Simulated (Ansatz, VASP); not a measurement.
**Zr3CN3 in VASP and in Ansatz**

```
CELL_PARAMETERS angstrom
4.62656 0.00000 0.00000
0.00000 4.62656 0.00000
0.00000 0.00000 4.62656
ATOMIC_POSITIONS crystal
Zr 0.50000 0.00000 0.00000
Zr 0.00000 0.50000 0.00000
Zr 0.00000 0.00000 0.50000
C 0.00000 0.00000 0.00000
N 0.00000 0.50000 0.50000
N 0.50000 0.00000 0.50000
N 0.50000 0.50000 0.00000
```

Change from the starting cell: species swapped into the Ca3AsBr3 type (Pm-3m, No. 221).

Alike in both runs: task single point; functional PBE; k mesh 4 × 4 × 4; occupations gaussian, width 0.1 eV; no spin polarisation.

```csv
,VASP,Ansatz
version,VASP 6.6.1,Ansatz 0.2.0
potentials or method,"VASP PAW PBE potentials, release 64 (Zr_sv, C, N)","scalar-relativistic, plane waves, PAW"
plane-wave cutoff (eV),520,420
valence electrons in the cell,55,55
```

VASP gave:

| Quantity | Value |
| --- | --- |
| gap on the k mesh at the Fermi level (eV) | none |
| pressure (GPa) | -9.2 |

What did Ansatz give for the same quantities?

gap on the k mesh at the Fermi level (eV): none; pressure (GPa): -9.4.

A gap of «none» marks a metal or a gap that the smearing closes.
